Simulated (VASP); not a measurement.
OSZICAR of a VASP run on PbSe:

**OSZICAR**
```
       N       E                     dE             d eps       ncg     rms          rms(c)
DAV:   1    -0.287261760479E+03   -0.28726E+03   -0.28946E-06   504   0.157E-02    0.515E-04
DAV:   2    -0.287261760617E+03   -0.13795E-06   -0.53543E-07   384   0.770E-03    0.233E-04
DAV:   3    -0.287261760838E+03   -0.22118E-06   -0.87620E-07   408   0.624E-03    0.155E-04
DAV:   4    -0.287261761237E+03   -0.39854E-06   -0.84730E-07   408   0.631E-03
   1 F= -.28726176E+03 E0= -.28726176E+03  d E =-.100837E-13
```

Q: Which electronic solver shows in the log?

A: It is blocked Davidson (ALGO = Normal, or the opening steps of other solvers). The INCAR had ALGO = Normal.

Q: Can the final energy be trusted as converged?

A: Self-consistency was reached. It stopped with EDIFF = 1E-6, NELM = 100 (r2SCAN meta-GGA, plane waves, VASP's PBE PAW potentials (set 64)).

The cell is a thin slab with vacuum, built from PbSe (rock salt): (100) face.
